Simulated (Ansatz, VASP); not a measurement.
## FeSi2 (Linzhiite) in two plane-wave programs

Wanted: the spread between two codes on one cell, functional and k mesh. The cell is taken from a series of runs on this material, whose earlier steps may have relaxed, scaled, displaced or heated it; both programs get it as it stands.

Calculated with Ansatz 0.2.0; plane waves, with VASP 6.6.1 beside it; zone-centre phonons at PBEsol.

## 1. Set-up

The structure is tetragonal, space group P4/mmm (No. 123). Conventional cell: a = 2.783 Å, b = 2.783 Å, c = 5.026 Å, α = 90.00°, β = 90.00°, γ = 90.00°. Nearest to Si lie 1 Si at 2.33 Å and 4 Fe at 2.39 Å. Fe has 8 Si at 2.39 Å nearest. Farther neighbours are not listed.

## 2. VASP: zone-centre phonons, PBEsol

Second derivatives magnify differences that forces hide, and they need a tight electronic threshold.

Lines of VASP's logs that name or quote its potential files are left out, and so is its time.

INCAR reads:

```
SYSTEM = FeSi2
PREC = Accurate
ENCUT = 600
EDIFF = 1E-08
NELM = 120
ISMEAR = 1
SIGMA = 0.2
LREAL = .FALSE.
ALGO = Normal
GGA = PS
NBANDS = 14
LASPH = .TRUE.
LORBIT = 11
LWAVE = .FALSE.
LCHARG = .FALSE.
ISIF = 2
IBRION = 8
GGA_COMPAT = .FALSE.
KPAR = 2
```

POSCAR reads:

```
FeSi2
1.0
    2.7828569876      0.0000000000      0.0000000000
    0.0000000000      2.7828569876      0.0000000000
    0.0000000000      0.0000000000      5.0262727988
Si Fe
2 1
Direct
    0.5000000000      0.5000000000      0.2682679220
    0.5000000000      0.5000000000      0.7317320780
    0.0000000000      0.0000000000      0.0000000000
```

KPOINTS reads:

```
Automatic mesh
0
Gamma
16 16 8
0 0 0
```

Potentials, in the order of the species: Si and Fe (PBE family, release 64).

Started as:

```console
mpirun -np 2 vasp_std
```

Numbers of over 12 decimals in the logs are rounded to 6 here.

Log:

```text
[banner, memory and clock lines left out]
running    2 mpi-ranks, on    1 nodes
 distrk:  each k-point on    1 cores,    2 groups
 distr:  one band on    1 cores,    1 groups

 POSCAR found type information on POSCAR SiFe
 POSCAR found :  2 types and       3 ions
|                                                                             |
|               ----> ADVICE to this user running VASP <----                  |
|                                                                             |
|     You enforced a specific xc type in the INCAR file but a different       |
|     [... a line on the potential file left out ...]
|     I HOPE YOU KNOW WHAT YOU ARE DOING!                                     |
|                                                                             |

 LDA part: xc-table for (Slater+PW92), standard interpolation
 POSCAR, INCAR and KPOINTS ok, starting setup
 FFT: planning ... GRIDC
 FFT: planning ... GRID_SOFT
 FFT: planning ... GRID
 WAVECAR not read
 entering main loop
       N       E                     dE             d eps       ncg     rms          rms(c)
DAV:   1     0.652194909433E+02    0.65219E+02   -0.77219E+03  6316   0.128E+03
DAV:   2    -0.194364678210E+02   -0.84656E+02   -0.75624E+02  6360   0.227E+02
DAV:   3    -0.236400297432E+02   -0.42036E+01   -0.40066E+01  8618   0.557E+01
DAV:   4    -0.237430433117E+02   -0.10301E+00   -0.10287E+00  7194   0.802E+00
DAV:   5    -0.237458052173E+02   -0.27619E-02   -0.27614E-02  8758   0.144E+00    0.171E+01
DAV:   6    -0.288949881494E+02   -0.51492E+01   -0.24416E+01  8088   0.119E+02    0.245E+01
DAV:   7    -0.218709187989E+02    0.70241E+01   -0.18787E+01  8282   0.103E+02    0.420E+00
DAV:   8    -0.218608333377E+02    0.10085E-01   -0.98756E-01  6870   0.654E+00    0.199E+00
DAV:   9    -0.218238887160E+02    0.36945E-01   -0.83501E-02  8302   0.565E+00    0.723E-01
DAV:  10    -0.218220370521E+02    0.18517E-02   -0.50062E-03  8186   0.750E-01    0.198E-01
DAV:  11    -0.218219240700E+02    0.11298E-03   -0.21966E-04  9858   0.261E-01    0.816E-02
DAV:  12    -0.218219220216E+02    0.20484E-05   -0.46964E-05  8254   0.751E-02    0.210E-02
DAV:  13    -0.218219197990E+02    0.22226E-05   -0.36946E-06  8180   0.251E-02    0.665E-03
DAV:  14    -0.218219198435E+02   -0.44584E-07   -0.29300E-07  8054   0.482E-03    0.162E-03
DAV:  15    -0.218219198514E+02   -0.78536E-08   -0.15070E-08  6352   0.108E-03
   1 F= -.21821920E+02 E0= -.21823191E+02  d E =0.381210E-02
 Linear response reoptimize wavefunctions to high precision
DAV:   1    -0.218219198559E+02   -0.45405E-08   -0.91892E-10  5442   0.350E-04
DAV:   2    -0.218219198560E+02   -0.48772E-10   -0.18861E-10  4308   0.146E-04
 Linear response DOF=           4
 Linear response progress:
  Degree of freedom:   1/  4
       N       E                     dE             d eps       ncg     rms          rms(c)
RMM:   1    -0.129146297760E-01   -0.12915E-01    0.18692E-03 36637   0.886E-01
RMM:   2    -0.121261881770E-01    0.78844E-03   -0.45433E-04 22150   0.404E-01    0.692E-02
RMM:   3    -0.121938220394E-01   -0.67634E-04   -0.26774E-04 26743   0.127E-01    0.377E-02
RMM:   4    -0.122931285121E-01   -0.99306E-04   -0.35124E-05 25144   0.526E-02    0.645E-03
RMM:   5    -0.122903517521E-01    0.27768E-05   -0.56621E-06 28358   0.165E-02    0.337E-03
RMM:   6    -0.122704172311E-01    0.19935E-04   -0.70651E-07 27155   0.683E-03    0.107E-03
RMM:   7    -0.122749330273E-01   -0.45158E-05   -0.99276E-08 25415   0.266E-03    0.451E-04
RMM:   8    -0.122748836713E-01    0.49356E-07    0.21301E-08 24920   0.104E-03    0.227E-04
RMM:   9    -0.122741751582E-01    0.70851E-06    0.14415E-09 28051   0.375E-04    0.298E-05
RMM:  10    -0.122742850172E-01   -0.10986E-06   -0.16251E-09 28677   0.921E-05    0.125E-05
RMM:  11    -0.122743692842E-01   -0.84267E-07   -0.15509E-09 28229   0.336E-05    0.510E-06
RMM:  12    -0.122743451992E-01    0.24085E-07    0.89185E-11 27819   0.199E-05    0.143E-06
RMM:  13    -0.122743402059E-01    0.49933E-08    0.32139E-10 29189   0.119E-05    0.698E-07
 first order change of Fermi-energy   0.86793E-05
 force on displaced ion       1 direction 1 :  -4.091   0.000  -0.001
 Linear response progress:
  Degree of freedom:   2/  4
       N       E                     dE             d eps       ncg     rms          rms(c)
RMM:   1    -0.308864222535E-01   -0.30886E-01    0.95770E-02 14653   0.155E+00
RMM:   2    -0.291060277692E-01    0.17804E-02   -0.16005E-03  8658   0.623E-01    0.173E-01
RMM:   3    -0.296370654170E-01   -0.53104E-03   -0.15536E-03  7897   0.473E-01    0.233E-01
RMM:   4    -0.291561188725E-01    0.48095E-03   -0.78450E-04  7407   0.366E-01    0.719E-02
RMM:   5    -0.292469010449E-01   -0.90782E-04   -0.15023E-04 10159   0.844E-02    0.228E-02
RMM:   6    -0.292645202274E-01   -0.17619E-04   -0.16161E-05  9532   0.298E-02    0.947E-03
RMM:   7    -0.292710413365E-01   -0.65211E-05   -0.42109E-07  8940   0.162E-02    0.160E-03
RMM:   8    -0.292712229816E-01   -0.18165E-06   -0.21460E-07 10738   0.584E-03    0.671E-04
RMM:   9    -0.292706973379E-01    0.52564E-06   -0.25130E-07 10396   0.168E-03    0.395E-04
RMM:  10    -0.292710109344E-01   -0.31360E-06    0.12070E-07  9987   0.673E-04    0.722E-05
RMM:  11    -0.292709914984E-01    0.19436E-07   -0.89507E-09 10453   0.230E-04    0.292E-05
RMM:  12    -0.292709494254E-01    0.42073E-07   -0.10680E-08 10750   0.756E-05    0.754E-06
RMM:  13    -0.292709425385E-01    0.68869E-08   -0.36717E-09 10515   0.312E-05    0.366E-06
 first order change of Fermi-energy   0.28041E+00
 force on displaced ion       1 direction 3 :  -0.000  -0.000 -19.104
 Linear response progress:
  Degree of freedom:   3/  4
       N       E                     dE             d eps       ncg     rms          rms(c)
RMM:   1    -0.164409979352E+00   -0.16441E+00   -0.88528E-02 18913   0.243E+00
RMM:   2    -0.163706504084E+00    0.70348E-03   -0.18239E-03 15199   0.519E-01    0.190E-01
RMM:   3    -0.163555276719E+00    0.15123E-03   -0.35960E-04 17812   0.129E-01    0.113E-01
RMM:   4    -0.163958023958E+00   -0.40275E-03   -0.32329E-04 18058   0.125E-01    0.962E-03
RMM:   5    -0.163906948495E+00    0.51075E-04   -0.94319E-06 17737   0.271E-02    0.782E-03
RMM:   6    -0.163902155381E+00    0.47931E-05   -0.16644E-06 14929   0.162E-02    0.538E-03
RMM:   7    -0.163897920190E+00    0.42352E-05   -0.41060E-07 15998   0.753E-03    0.855E-04
RMM:   8    -0.163892434979E+00    0.54852E-05   -0.13315E-07 18429   0.229E-03    0.345E-04
RMM:   9    -0.163890509904E+00    0.19251E-05   -0.15081E-08 17463   0.893E-04    0.107E-04
RMM:  10    -0.163890288391E+00    0.22151E-06   -0.19386E-09 18590   0.291E-04    0.474E-05
RMM:  11    -0.163890202910E+00    0.85481E-07   -0.13461E-09 18892   0.105E-04    0.124E-05
RMM:  12    -0.163890210859E+00   -0.79485E-08   -0.12855E-09 18703   0.488E-05    0.514E-06
 first order change of Fermi-energy   0.80164E-03
 force on displaced ion       3 direction 1 :  -7.314  -0.000   0.000
 Linear response progress:
  Degree of freedom:   4/  4
       N       E                     dE             d eps       ncg     rms          rms(c)
RMM:   1    -0.185810920342E+00   -0.18581E+00   -0.10365E-01 11477   0.231E+00
RMM:   2    -0.179809123136E+00    0.60018E-02   -0.19597E-03  8019   0.708E-01    0.225E-01
RMM:   3    -0.179005770150E+00    0.80335E-03   -0.14651E-03  9805   0.253E-01    0.123E-01
RMM:   4    -0.179109034396E+00   -0.10326E-03   -0.32500E-04  9998   0.108E-01    0.548E-02
RMM:   5    -0.179358318860E+00   -0.24928E-03   -0.10165E-04  9735   0.818E-02    0.124E-02
RMM:   6    -0.179366547038E+00   -0.82282E-05   -0.64847E-06  8238   0.301E-02    0.764E-03
RMM:   7    -0.179371501663E+00   -0.49546E-05   -0.16945E-06  8921   0.129E-02    0.274E-03
RMM:   8    -0.179355433430E+00    0.16068E-04   -0.50816E-07  9993   0.491E-03    0.595E-04
RMM:   9    -0.179354460642E+00    0.97279E-06   -0.52583E-08 10269   0.155E-03    0.532E-04
RMM:  10    -0.179353179496E+00    0.12811E-05   -0.66244E-09 10643   0.410E-04    0.263E-04
RMM:  11    -0.179353218060E+00   -0.38564E-07   -0.47224E-09 10321   0.283E-04    0.430E-05
RMM:  12    -0.179353289978E+00   -0.71918E-07   -0.24279E-09 10711   0.102E-04    0.161E-05
RMM:  13    -0.179353271332E+00    0.18646E-07   -0.19288E-09 10844   0.433E-05    0.101E-05
RMM:  14    -0.179353303747E+00   -0.32415E-07   -0.19341E-09 10110   0.310E-05    0.177E-06
RMM:  15    -0.179353300187E+00    0.35605E-08   -0.20321E-09 11269   0.255E-05    0.114E-06
 first order change of Fermi-energy   0.33586E-02
 force on displaced ion       3 direction 3 :   0.000   0.000 -12.378
 Linear response finished
```

OUTCAR, selected parts (step 2):

```text
ion  position               nearest neighbor table
   1  0.500  0.500  0.268-   2 2.33   3 2.39   3 2.39   3 2.39   3 2.39   2 2.70
   2  0.500  0.500  0.732-   1 2.33   3 2.39   3 2.39   3 2.39   3 2.39   1 2.70
   3  0.000  0.000  0.000-   1 2.39   2 2.39   1 2.39   2 2.39   1 2.39   2 2.39   1 2.39   2 2.39

  LATTYP: Found a simple tetragonal cell.
 ALAT       =     2.7828569876
 C/A-ratio  =     1.8061556239

 Subroutine GETGRP returns: Found 16 space group operations
 (whereof 16 operations were pure point group operations)

The static configuration has the point symmetry D_4h.

 Found    225 irreducible k-points:

   k-points           NKPTS =    225   k-points in BZ     NKDIM =    225   number of bands    NBANDS=     14

   dimension x,y,z NGX =    24 NGY =   24 NGZ =   40
   dimension x,y,z NGXF=    48 NGYF=   48 NGZF=   80

   ENCUT  =  600.0 eV  44.10 Ry    6.64 a.u.   5.56  5.56 10.04*2*pi/ulx,y,z

   NELECT =      16.0000    total number of electrons

 k-points in reciprocal lattice and weights: Automatic mesh
   0.00000000  0.00000000  0.00000000       0.000
   0.06250000  0.00000000  0.00000000       0.002
   0.12500000  0.00000000  0.00000000       0.002
   0.18750000  0.00000000  0.00000000       0.002
   0.25000000  0.00000000  0.00000000       0.002
   0.31250000  0.00000000  0.00000000       0.002
   0.37500000  0.00000000  0.00000000       0.002
   0.43750000  0.00000000  0.00000000       0.002
   0.50000000  0.00000000  0.00000000       0.001
[...]
0.50000000  0.43750000  0.50000000       0.002
   0.50000000  0.50000000  0.50000000       0.000

 average (electrostatic) potential at core
       1 -80.4140       2 -80.4140       3 -40.0021

  Total       -3.2428691     -3.2428691      0.0859087      0.0000000      0.0000000      0.0000000
  in kB     -133.4787628   -133.4787628      3.5360609      0.0000000      0.0000000      0.0000000
  external PRESSURE =     -87.8071549 kB  Pullay stress =       0.0000000 kB

  energy-cutoff  :      600.00
  volume of cell :       38.92
      direct lattice vectors                 reciprocal lattice vectors
     2.782856988  0.000000000  0.000000000     0.359342936  0.000000000  0.000000000
     0.000000000  2.782856988  0.000000000     0.000000000  0.359342936  0.000000000
     0.000000000  0.000000000  5.026272799     0.000000000  0.000000000  0.198954581

 POSITION                                       TOTAL-FORCE (eV/Angst)
 -----------------------------------------------------------------------------------
      1.39143      1.39143      1.34839         0.000000      0.000000      0.008701
      1.39143      1.39143      3.67789         0.000000      0.000000     -0.008701
      0.00000      0.00000      0.00000         0.000000     -0.000000      0.000000
 -----------------------------------------------------------------------------------
    total drift:                               -0.000000      0.000000      0.000000

 Eigenvectors and eigenvalues of the dynamical matrix
 ----------------------------------------------------

   1 f  =   16.691028 THz   104.872820 2PiTHz  556.752756 cm-1    69.028513 meV
             X         Y         Z           dx          dy          dz
      1.391428  1.391428  1.348388    -0.000000    0.000000    0.707107
      1.391428  1.391428  3.677885    -0.000000    0.000000   -0.707107
      0.000000  0.000000  0.000000     0.000000   -0.000000    0.000000

   2 f  =   10.395412 THz    65.316301 2PiTHz  346.753628 cm-1    42.991951 meV
             X         Y         Z           dx          dy          dz
      1.391428  1.391428  1.348388    -0.000000    0.000000   -0.499373
      1.391428  1.391428  3.677885    -0.000000    0.000000   -0.499373
      0.000000  0.000000  0.000000     0.000000    0.000000    0.707992

   3 f  =    7.990142 THz    50.203542 2PiTHz  266.522442 cm-1    33.044556 meV
             X         Y         Z           dx          dy          dz
      1.391428  1.391428  1.348388     0.074003   -0.493789    0.000000
      1.391428  1.391428  3.677885     0.074003   -0.493789   -0.000000
      0.000000  0.000000  0.000000    -0.104948    0.700270    0.000000

   4 f  =    7.990142 THz    50.203542 2PiTHz  266.522442 cm-1    33.044556 meV
             X         Y         Z           dx          dy          dz
      1.391428  1.391428  1.348388     0.493789    0.074003    0.000000
      1.391428  1.391428  3.677885     0.493789    0.074003   -0.000000
      0.000000  0.000000  0.000000    -0.700270   -0.104948    0.000000

   5 f  =    6.274678 THz    39.424962 2PiTHz  209.300714 cm-1    25.949970 meV
             X         Y         Z           dx          dy          dz
      1.391428  1.391428  1.348388     0.707107    0.000000   -0.000000
      1.391428  1.391428  3.677885    -0.707107   -0.000000    0.000000
      0.000000  0.000000  0.000000     0.000000    0.000000    0.000000

   6 f  =    6.274678 THz    39.424962 2PiTHz  209.300714 cm-1    25.949970 meV
             X         Y         Z           dx          dy          dz
      1.391428  1.391428  1.348388     0.000000   -0.707107    0.000000
      1.391428  1.391428  3.677885    -0.000000    0.707107   -0.000000
      0.000000  0.000000  0.000000     0.000000   -0.000000    0.000000

   7 f/i=    0.000400 THz     0.002515 2PiTHz    0.013353 cm-1     0.001656 meV
             X         Y         Z           dx          dy          dz
      1.391428  1.391428  1.348388     0.342811   -0.364933   -0.000000
      1.391428  1.391428  3.677885     0.342811   -0.364933    0.000000
      0.000000  0.000000  0.000000     0.483461   -0.514659    0.000000

   8 f/i=    0.000400 THz     0.002515 2PiTHz    0.013353 cm-1     0.001656 meV
             X         Y         Z           dx          dy          dz
      1.391428  1.391428  1.348388    -0.364933   -0.342811   -0.000000
      1.391428  1.391428  3.677885    -0.364933   -0.342811    0.000000
      0.000000  0.000000  0.000000    -0.514659   -0.483461    0.000000

   9 f/i=    0.001968 THz     0.012365 2PiTHz    0.065643 cm-1     0.008139 meV
             X         Y         Z           dx          dy          dz
      1.391428  1.391428  1.348388     0.000000   -0.000000    0.500626
      1.391428  1.391428  3.677885     0.000000   -0.000000    0.500626
      0.000000  0.000000  0.000000    -0.000000    0.000000    0.706221

 ELASTIC MODULI CONTR FROM IONIC RELAXATION (kBar)
 Direction    XX          YY          ZZ          XY          YZ          ZX
 --------------------------------------------------------------------------------
 XX        -122.2396   -122.2396     40.7140     -0.0000      0.0000      0.0000
 YY        -122.2396   -122.2396     40.7140     -0.0000      0.0000      0.0000
 ZZ          40.7140     40.7140    -13.5605      0.0000     -0.0000     -0.0000
 XY          -0.0000     -0.0000      0.0000     -0.0000      0.0000      0.0000
 YZ           0.0000      0.0000     -0.0000      0.0000   -382.3533     -0.0000
 ZX           0.0000      0.0000     -0.0000      0.0000     -0.0000   -276.9100
 --------------------------------------------------------------------------------
```

This run has no spin polarisation, so a moment on Fe, if there is one, isn't seen.

[end of part 1 of 2]

[Lines on the potential files, build, host, timing and source positions are cut from VASP's logs without a mark.]

[Logs are printed without paths, hosts, clocks, repeated set-up lines and the standing remarks that a program may print on its own settings, such as how far it seeks lower states.]

[Hosts, paths, dates, database ids (printed as entryN), source tags and the programs' standing remarks are cut or masked in the printed files.]
